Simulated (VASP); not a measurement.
An input for Ansatz (written as the equivalent of a VASP run, and not itself run):

Ansatz 0.2 input:
```yaml
crystal:
  lattice:
    - [1.2374356, -2.1433015, 0.0000000]
    - [1.2374356, 2.1433015, 0.0000000]
    - [0.0000000, 0.0000000, 4.0349393]
  atoms:
    - { symbol: Co, position: [0.3333330, 0.6666670, 0.2500000], spin: 1.7 }
    - { symbol: Co, position: [0.6666670, 0.3333330, 0.7500000], spin: 1.7 }
kpoints:
  mp_grid: { grid: [16, 16, 8] }
hamiltonian:
  xc: r2scan
  pseudopotentials: { kind: paw }
magnetization: { spin_polarized: true }
scf:
  occupations: { method: methfessel_paxton, width: 0.1 }
  max_iter: 100
output: { forces: true, stress: true, eigenvalues: true }
```

Task: Write the VASP files for the same calculation (r2SCAN).

Result: Several could match; the one computed here: 
### KPOINTS
```
Regular mesh
0
Gamma
16 16 8
```

INCAR:
```
ISIF  =  2
LASPH  =  .TRUE.   ! aspherical one-centre terms
LCHARG  =  .FALSE.
ALGO  =  Normal   ! blocked Davidson
LMIXTAU  =  .TRUE.
LORBIT  =  10
MAGMOM  =  2*1.7
ENCUT  =  480
SYSTEM  =  Co
LMAXMIX  =  4   ! l cut-off of mixed one-centre charges
NELM  =  100   ! most electronic steps
LREAL  =  .FALSE.
SIGMA  =  0.1
LWAVE  =  .FALSE.
ISMEAR  =  1
METAGGA  =  R2SCAN
PREC  =  Accurate
EDIFF  =  1E-7
ISPIN  =  2
```

**POSCAR**
```
Co
1
    1.2374355547    -2.1433014760     0.0000000000
    1.2374355547     2.1433014760     0.0000000000
    0.0000000000     0.0000000000     4.0349393111
Co
2
Direct
  0.3333330000   0.6666670000   0.2500000000
  0.6666670000   0.3333330000   0.7500000000
```

POTCAR, in this order: Co (PBE.64 set). Program: vasp_std.

The two are equivalent in intent, not identical: each code has its own PAW files, so the cut-off isn't converted (ENCUT is set for VASP's; basis.ecutwfc is left out, and Ansatz then takes the one that its files recommend); Ansatz stops its SCF on the density residual and VASP on the energy change (EDIFF).

The compound is Co in the hcp structure. This cell was strained or had an atom moved on purpose.
